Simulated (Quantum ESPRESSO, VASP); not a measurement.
This is a calculation of Sn3SO2 for Quantum ESPRESSO 7.5. The cell comes from a database or a generator and needn't be the stable form of this composition.

Contents of pw.in:

```
&CONTROL
  calculation = 'scf'
  prefix = 'pwscf'
  outdir = './tmp'
  pseudo_dir = './pseudo'
  tprnfor = .true.
  tstress = .true.
  disk_io = 'nowf'
/
&SYSTEM
  ibrav = 0
  nat = 6
  ntyp = 3
  ecutwfc = 60
  ecutrho = 480
  nbnd = 40
  occupations = 'smearing'
  smearing = 'fd'
  degauss = 0.00367493
/
&ELECTRONS
  conv_thr = 1.2d-09
  electron_maxstep = 120
  mixing_beta = 0.5
/
ATOMIC_SPECIES
Sn   118.7100 Sn_pbe_v1.uspp.F.UPF
S     32.0600 s_pbe_v1.4.uspp.F.UPF
O     15.9990 O.pbe-n-kjpaw_psl.0.1.UPF
CELL_PARAMETERS angstrom
   6.3513525000    0.0000000000    0.0000000000
  -3.1756762500    5.5004326100    0.0000000000
   0.0000000000    0.0000000000    3.5157326300
ATOMIC_POSITIONS crystal
Sn     0.5000000000    0.0000000000    0.5000000000
Sn     0.0000000000    0.5000000000    0.5000000000
Sn     0.5000000000    0.5000000000    0.5000000000
S      0.0000000000    0.0000000000    0.0000000000
O      0.6666666700    0.3333333300    0.0000000000
O      0.3333333300    0.6666666700    0.0000000000
K_POINTS automatic
5 5 8 0 0 0
```

Potentials or basis: SSSP 1.3 efficiency PBE.

The run is started by

```bash
$ OMP_NUM_THREADS=1 pw.x -in pw.in > pw.out
```

Q: Set up the same calculation for VASP 6.6.1. Potentials or basis there: PBE PAW files O, S, Sn_d, 520 eV.

A: As run (cutoffs and basis follow the program's own potentials, and thresholds, step limits or extra output files can differ):

The input INCAR:

```
SYSTEM = Sn3SO2
PREC     = Accurate       ! precision mode
ENCUT    = 520            ! plane-wave cutoff, eV
EDIFF    = 1E-7           ! SCF threshold, eV
ISMEAR   = -1             ! smearing method
SIGMA    = 0.05           ! smearing width, eV
LREAL    = .FALSE.        ! projectors in reciprocal space
LASPH    = .TRUE.         ! aspherical terms in the spheres
NELM     = 80             ! most SCF steps
ALGO     = Normal         ! electronic algorithm
ISIF     = 2              ! what is computed and relaxed
LWAVE    = .FALSE.        ! write WAVECAR
LCHARG   = .FALSE.        ! write CHGCAR
GGA      = PE             ! functional
NBANDS   = 39             ! bands
```

Contents of KPOINTS:

```
regular mesh
0
G
  5 5 8
  0 0 0
```

POSCAR

```
Sn3SO2
1.0
    6.3513525000      0.0000000000      0.0000000000
   -3.1756762500      5.5004326100      0.0000000000
    0.0000000000      0.0000000000      3.5157326300
Sn S O
3 1 2
Direct
    0.5000000000      0.0000000000      0.5000000000
    0.0000000000      0.5000000000      0.5000000000
    0.5000000000      0.5000000000      0.5000000000
    0.0000000000      0.0000000000      0.0000000000
    0.6666666700      0.3333333300      0.0000000000
    0.3333333300      0.6666666700      0.0000000000
```

Potentials or basis: VASP PAW PBE potentials, release 64 (Sn_d, S, O).

Run with:

```bash
$ cat potpaw_PBE.64/Sn_d/POTCAR potpaw_PBE.64/S/POTCAR potpaw_PBE.64/O/POTCAR > POTCAR
$ mpirun -np 1 vasp_std > vasp.out
```

Both were run:

|  | Quantum ESPRESSO | VASP |
| --- | --- | --- |
| Pressure | -1.7 GPa | -1.7 GPa |

Pressure is positive in compression.
